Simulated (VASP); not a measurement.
Data:

```yaml
crystal:
  lattice:
    - [0.00000, 3.48179, 3.48179]
    - [3.48179, 0.00000, 3.48179]
    - [3.48179, 3.48179, 0.00000]
  atoms:
    - { symbol: Sr, position: [0.00000, 0.00000, 0.00000] }
    - { symbol: Cl, position: [0.25000, 0.25000, 0.25000] }
    - { symbol: Cl, position: [0.75000, 0.75000, 0.75000] }
```

Level of theory: PBE GGA with D3 dispersion (Becke-Johnson damping), VASP's PBE PAW potentials (set 64) (plane waves; VASP 6.6.1). Run with 520 eV cut-off, Gaussian smearing of 0.050 eV, potentials Sr_sv Cl.

Q: Predict the band gap (along the path) with the smallest direct gap where there is one.

A: 
```yaml
band gap (along the path): 5.36 eV
smallest direct gap (along the path): 5.50 eV
```

The absolute energy has meaning only against runs of the same code, potentials and settings.

The compound is SrCl2 in the fluorite structure. It was relaxed first.
